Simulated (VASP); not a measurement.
These are PBEsol GGA, VASP's PBE PAW potentials (set 64) (plane waves; VASP) values and carry that method's errors.

The input files of a VASP run:

**POSCAR**
```
NbSi2
13.1351910
  0.3629023984  -0.0000000004   0.0000000000
 -0.1814512379   0.3142826900   0.0000000000
  0.0000000000   0.0000000000   0.4999999903
Nb Si
3 6
Cartesian
 -0.0000000387   0.3142826898   0.0000000000
  0.0907255802   0.1571413448   0.1666664968
  0.2721767795   0.1571413446   0.3333334935
 -0.0000000123   0.1003289007   0.4999999903
  0.2760150137   0.0501644501   0.1666664968
  0.0945637882   0.2641182394   0.3333334935
  0.1814511728   0.2139537889   0.4999999903
 -0.0945638532   0.2641182396   0.1666664968
  0.0868873723   0.0501644503   0.3333334935
```

### INCAR
```
SYSTEM = NbSi2
PREC = Accurate
ENCUT = 400
EDIFF = 1E-7
NELM = 100
ALGO = Normal
LREAL = .FALSE.
LASPH = .TRUE.
ISMEAR = 0
SIGMA = 0.05
GGA = PS
LMAXMIX = 4
LWAVE = .FALSE.
LCHARG = .FALSE.
LORBIT = 11
ICHARG = 11
```

File KPOINTS:
```
k-points along high-symmetry lines
10
Line-mode
Reciprocal
  0.000000   0.000000   0.000000 ! GAMMA
  0.500000   0.000000   0.000000 ! M

  0.500000   0.000000   0.000000 ! M
  0.333333   0.333333   0.000000 ! K

  0.333333   0.333333   0.000000 ! K
  0.000000   0.000000   0.000000 ! GAMMA

  0.000000   0.000000   0.000000 ! GAMMA
  0.000000   0.000000   0.500000 ! A

  0.000000   0.000000   0.500000 ! A
  0.500000   0.000000   0.500000 ! L

  0.500000   0.000000   0.500000 ! L
  0.333333   0.333333   0.500000 ! H

  0.333333   0.333333   0.500000 ! H
  0.000000   0.000000   0.500000 ! A

  0.500000   0.000000   0.500000 ! L
  0.500000   0.000000   0.000000 ! M

  0.333333   0.333333   0.500000 ! H
  0.333333   0.333333   0.000000 ! K
```

POTCAR, in this order: Nb_sv Si (PBE.64 set). Program: vasp_std. Read from the step before: CHGCAR.

Output of the run:

File OSZICAR:
```
       N       E                     dE             d eps       ncg     rms          rms(c)
DAV:   1     0.475512320980E+03    0.47551E+03   -0.28079E+04  6772   0.135E+03
DAV:   2    -0.256516674978E+02   -0.50116E+03   -0.48751E+03  8247   0.483E+02
DAV:   3    -0.702282849049E+02   -0.44577E+02   -0.43712E+02 11784   0.102E+02
DAV:   4    -0.733049491238E+02   -0.30767E+01   -0.30448E+01 10264   0.243E+01
DAV:   5    -0.734725180075E+02   -0.16757E+00   -0.16689E+00 10984   0.623E+00
DAV:   6    -0.734805554966E+02   -0.80375E-02   -0.80185E-02  9824   0.110E+00
DAV:   7    -0.734811308466E+02   -0.57535E-03   -0.57425E-03 10960   0.283E-01
DAV:   8    -0.734811738504E+02   -0.43004E-04   -0.42934E-04 10480   0.569E-02
DAV:   9    -0.734811774011E+02   -0.35508E-05   -0.35441E-05  9192   0.160E-02
DAV:  10    -0.734811776695E+02   -0.26835E-06   -0.26830E-06  7136   0.370E-03
DAV:  11    -0.734811776900E+02   -0.20462E-07   -0.20281E-07  6272   0.130E-03
   1 F= -.73481178E+02 E0= -.73479485E+02  d E =-.338593E-02
```

File OUTCAR:
```
 val. band max:       11.6356339483   @ k =   0.3889   0.0000   0.0000

 cond. band min:      11.6499456583   @ k =   0.2593   0.2593   0.5000



 k-point     1 :       0.0000    0.0000    0.0000
  band No.  band energies     occupation
      1     -42.9024      2.00000
      2     -42.8621      2.00000
      3     -42.8620      2.00000
      4     -19.1994      2.00000
      5     -19.1993      2.00000
      6     -19.1901      2.00000
      7     -19.1224      2.00000
      8     -19.1223      2.00000
      9     -18.9986      2.00000
     10     -18.9906      2.00000
     11     -18.9765      2.00000
     12     -18.9764      2.00000
     13      -1.2579      2.00000
     14       1.8658      2.00000
     15       1.8659      2.00000
     16       5.2936      2.00000
     17       5.8910      2.00000
     18       5.8911      2.00000
     19       6.1303      2.00000
     20       6.1304      2.00000
     21       7.0069      2.00000
     22       7.8866      2.00000
     23       7.8866      2.00000
     24       8.3120      2.00000
     25       9.2915      2.00000
     26       9.2915      2.00000
     27       9.3531      2.00000
     28       9.3533      2.00000
     29       9.4557      2.00000
     30       9.5810      2.00000
     31       9.5811      2.00000
     32      10.5278      2.00000
     33      12.3183      0.00000
     34      14.8807      0.00000
     35      14.9766      0.00000
     36      15.0288      0.00000
     37      15.1747      0.00000

 k-point     2 :       0.0556    0.0000    0.0000
  band No.  band energies     occupation
      1     -42.9021      2.00000
      2     -42.8623      2.00000
      3     -42.8621      2.00000
      4     -19.2085      2.00000
      5     -19.2003      2.00000
      6     -19.1815      2.00000
      7     -19.1225      2.00000
      8     -19.1220      2.00000
      9     -18.9986      2.00000
     10     -18.9928      2.00000
     11     -18.9773      2.00000
     12     -18.9732      2.00000
...
```

The density is held fixed in this step, so its total energy and stress have no physical meaning.

The structure was generated: NbSi2 was put into the CrSi2 type (P6_222), a phase also known from measurement. It was relaxed first. The electron count is odd and the run is not spin-polarised, which forces a metal.
